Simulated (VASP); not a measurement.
Output of a VASP run:

**OUTCAR**
```
 ion  position               nearest neighbor table
   1  0.665  0.665  0.000-   2 2.57   3 2.60   3 2.60   3 2.60   3 2.60   3 2.61   2 2.62   2 2.62
                             2 2.62   2 2.62
   2  0.335  0.335  0.000-   1 2.57   3 2.60   3 2.60   3 2.60   3 2.60   3 2.61   1 2.62   1 2.62
                             1 2.62   1 2.62
   3  0.000  0.000  0.000-   1 2.60   1 2.60   1 2.60   2 2.60   1 2.60   2 2.60   2 2.60   2 2.60
                             1 2.61   2 2.61
  LATTYP: Found a body centered tetragonal cell.
 ALAT       =     3.1911024008
 C/A-ratio  =     2.4366048560
 Subroutine PRICEL returns:
 Original cell was already a primitive cell.
 Subroutine GETGRP returns: Found 16 space group operations
The static configuration has the point symmetry D_4h.
The dynamic configuration has the point symmetry D_4h.
 Subroutine INISYM returns: Found 16 space group operations
 Subroutine IBZKPT returns following result:
 Found    163 irreducible k-points:

 Following reciprocal coordinates:
            Coordinates               Weight
  0.000000  0.000000  0.000000      1.000000
  0.083333  0.000000  0.000000      8.000000
  0.166667  0.000000 -0.000000      8.000000
  0.250000  0.000000  0.000000      8.000000
  0.333333  0.000000  0.000000      8.000000
  0.416667 -0.000000  0.000000      8.000000
  0.500000  0.000000  0.000000      4.000000
  0.083333  0.083333  0.000000      8.000000
  0.166667  0.083333 -0.000000     16.000000
  0.250000  0.083333  0.000000     16.000000
  0.333333  0.083333  0.000000     16.000000
  0.416667  0.083333  0.000000     16.000000
  0.500000  0.083333  0.000000     16.000000
 -0.416667  0.083333  0.000000     16.000000
 -0.333333  0.083333  0.000000     16.000000
 -0.250000  0.083333  0.000000     16.000000
 -0.166667  0.083333  0.000000     16.000000
 -0.083333  0.083333  0.000000      4.000000
  0.166667  0.166667 -0.000000      8.000000
  0.250000  0.166667  0.000000     16.000000
  0.333333  0.166667  0.000000     16.000000
  0.416667  0.166667 -0.000000     16.000000
  0.500000  0.166667 -0.000000     16.000000
 -0.416667  0.166667 -0.000000     16.000000
 -0.333333  0.166667 -0.000000     16.000000
 -0.250000  0.166667 -0.000000     16.000000
 -0.166667  0.166667  0.000000      4.000000
  0.250000  0.250000  0.000000      8.000000
  0.333333  0.250000  0.000000     16.000000
  0.416667  0.250000 -0.000000     16.000000
  0.500000  0.250000  0.000000     16.000000
 -0.416667  0.250000  0.000000     16.000000
 -0.333333  0.250000 -0.000000     16.000000
 -0.250000  0.250000  0.000000      4.000000
  0.333333  0.333333  0.000000      8.000000
  0.416667  0.333333  0.000000     16.000000
  0.500000  0.333333  0.000000     16.000000
 -0.416667  0.333333 -0.000000     16.000000
 -0.333333  0.333333  0.000000      4.000000
  0.416667  0.416667  0.000000      8.000000
   k-points           NKPTS =    163   k-points in BZ     NKDIM =    163   number of bands    NBANDS=     15
   number of dos      NEDOS =    301   number of ions     NIONS =      3
   total plane-waves  NPLWV =  27000
   dimension x,y,z NGX =    30 NGY =   30 NGZ =   30
   dimension x,y,z NGXF=    60 NGYF=   60 NGZF=   60
   ions per type =               2   1
   PREC   = accura    normal or accurate (medium, high low for compatibility)
   ISTART =      0    job   : 0-new  1-cont  2-samecut
   ICHARG =      2    charge: 1-file 2-atom 10-const
   ISPIN  =      1    spin polarized calculation?
   LNONCOLLINEAR =      F non collinear calculations
   LSORBIT =      F    spin-orbit coupling
   INIWAV =      1    electr: 0-lowe 1-rand  2-diag
   ENCUT  =  400.0 eV  29.40 Ry    5.42 a.u.   7.33  7.33  7.33*2*pi/ulx,y,z
   NELM   =    100;   NELMIN=  2; NELMDL= -5     # of ELM steps
   EDIFF  = 0.1E-05   stopping-criterion for ELM
   LREAL  =      F    real-space projection
   NLSPLINE    = F    spline interpolate recip. space projectors
   LMAXMIX     =    6 max onsite mixed and CHGCAR
...
```

OSZICAR:
```
       N       E                     dE             d eps       ncg     rms          rms(c)
DAV:   1     0.107202165351E+03    0.10720E+03   -0.96831E+03  4890   0.123E+03
DAV:   2    -0.246598120209E+02   -0.13186E+03   -0.12988E+03  5730   0.319E+02
DAV:   3    -0.281838812861E+02   -0.35241E+01   -0.34720E+01  6458   0.470E+01
DAV:   4    -0.282083490655E+02   -0.24468E-01   -0.24461E-01  5653   0.460E+00
DAV:   5    -0.282086593179E+02   -0.31025E-03   -0.31024E-03  6493   0.504E-01    0.266E+01
DAV:   6    -0.274754251373E+02    0.73323E+00   -0.39386E+00  5884   0.149E+01    0.943E+00
DAV:   7    -0.273792626566E+02    0.96162E-01   -0.26389E-01  5541   0.312E+00    0.459E+00
DAV:   8    -0.273552464113E+02    0.24016E-01   -0.45647E-02  6283   0.178E+00    0.276E-01
DAV:   9    -0.273547051243E+02    0.54129E-03   -0.11067E-03  5793   0.288E-01    0.160E-01
DAV:  10    -0.273545586989E+02    0.14643E-03   -0.29406E-04  6129   0.178E-01    0.355E-02
DAV:  11    -0.273545535956E+02    0.51033E-05   -0.33154E-05  6185   0.477E-02    0.166E-02
DAV:  12    -0.273545534644E+02    0.13116E-06   -0.16490E-06  4163   0.862E-03
   1 F= -.27354553E+02 E0= -.27354561E+02  d E =-.273546E+02
       N       E                     dE             d eps       ncg     rms          rms(c)
DAV:   1    -0.273559940289E+02   -0.14404E-02   -0.38565E-02  5324   0.211E+00    0.283E-01
DAV:   2    -0.273550985338E+02    0.89550E-03   -0.28047E-03  6171   0.491E-01    0.829E-02
DAV:   3    -0.273549076540E+02    0.19088E-03   -0.30640E-04  5933   0.141E-01    0.450E-02
DAV:   4    -0.273548753986E+02    0.32255E-04   -0.78782E-05  6150   0.779E-02    0.314E-02
DAV:   5    -0.273548744983E+02    0.90036E-06   -0.45799E-06  5548   0.174E-02
   2 F= -.27354874E+02 E0= -.27354899E+02  d E =-.321034E-03
       N       E                     dE             d eps       ncg     rms          rms(c)
DAV:   1    -0.273549456397E+02   -0.70241E-04   -0.16426E-03  5338   0.435E-01    0.589E-02
DAV:   2    -0.273549075894E+02    0.38050E-04   -0.11894E-04  6129   0.101E-01    0.173E-02
DAV:   3    -0.273548993915E+02    0.81980E-05   -0.13062E-05  5933   0.289E-02    0.919E-03
DAV:   4    -0.273548979955E+02    0.13959E-05   -0.32420E-06  4886   0.161E-02    0.641E-03
DAV:   5    -0.273548979667E+02    0.28891E-07   -0.30581E-07  2613   0.503E-03
   3 F= -.27354898E+02 E0= -.27354919E+02  d E =-.344502E-03
```

**OUTCAR**
```
------------------------ aborting loop because EDIFF is reached ----------------------------------------
  FORCE on cell =-STRESS in cart. coord.  units (eV):
  Direction    XX          YY          ZZ          XY          YZ          ZX
  --------------------------------------------------------------------------------------
  Total        0.0442494      0.0442494     -0.0067453      0.0000000     -0.0000000      0.0000000
  in kB        1.7931180      1.7931180     -0.2733383      0.0000000     -0.0000000      0.0000000
  external PRESSURE =       1.1042992 kB  Pullay stress =       0.0000000 kB
  volume of cell :       39.54
      direct lattice vectors                 reciprocal lattice vectors
    -1.593773906  1.593773906  3.891306893     0.000000000  0.313720784  0.128491536
     1.593773906 -1.593773906  3.891306893     0.313720784  0.000000000  0.128491536
     1.593773906  1.593773906 -3.891306893     0.313720784  0.313720784  0.000000000
 POSITION                                       TOTAL-FORCE (eV/Angst)
 -----------------------------------------------------------------------------------
      0.00000      0.00000      5.17809        -0.000000     -0.000000      0.017201
      0.00000      0.00000      2.60452         0.000000      0.000000     -0.017201
      0.00000      0.00000      0.00000         0.000000      0.000000      0.000000
 -----------------------------------------------------------------------------------
    total drift:                               -0.000000     -0.000000      0.000000
  FREE ENERGIE OF THE ION-ELECTRON SYSTEM (eV)
  ---------------------------------------------------
  free  energy   TOTEN  =       -27.3548979667 eV

  energy  without entropy=      -27.3549612027  energy(sigma->0) =      -27.35491905

 reached required accuracy - stopping structural energy minimisation
```
(Selected blocks of OUTCAR.)

File POSCAR:
```
WSi2
1
   -1.5955512004     1.5955512004     3.8877278029
    1.5955512004    -1.5955512004     3.8877278029
    1.5955512004     1.5955512004    -3.8877278029
Si W
2 1
Direct
  0.6649677189   0.6649677189   0.0000000000
  0.3350322811   0.3350322811   0.0000000000
  0.0000000000   0.0000000000   0.0000000000
```

### Question
Reconstruct the remaining input files.

### Answer
Several could match; the one computed here: the input of the run itself, LDA (Ceperley-Alder, Perdew-Zunger), plane waves, VASP's LDA PAW potentials (set 64).

INCAR:
```
# general
SYSTEM =WSi2
PREC   =Accurate
ENCUT  =400   # plane-wave cut-off (eV)
LREAL  =.False.
LASPH  =.True.   # aspherical one-centre terms

# electronic loop
EDIFF  =1E-6
NELM   =100
ALGO   =Normal
LMAXMIX=6   # l cut-off of mixed one-centre charges

# smearing
ISMEAR =1   # Methfessel-Paxton
SIGMA  =0.1   # width (eV)

# ions
IBRION =2   # conjugate gradients
NSW    =60
ISIF   =3
EDIFFG =-0.02   # ionic stop

# output
LWAVE  =.False.
LCHARG =.False.
```

**KPOINTS**
```
kpoints
0
G
 12 12 12
```

POTCAR, in this order: Si W_sv (LDA.64 set). Program: vasp_std.

The compound is WSi2 in the MoSi2 type structure. This run relaxes it. Symmetry was kept, so distortions that lower it aren't found. The start is the result of an earlier pass.
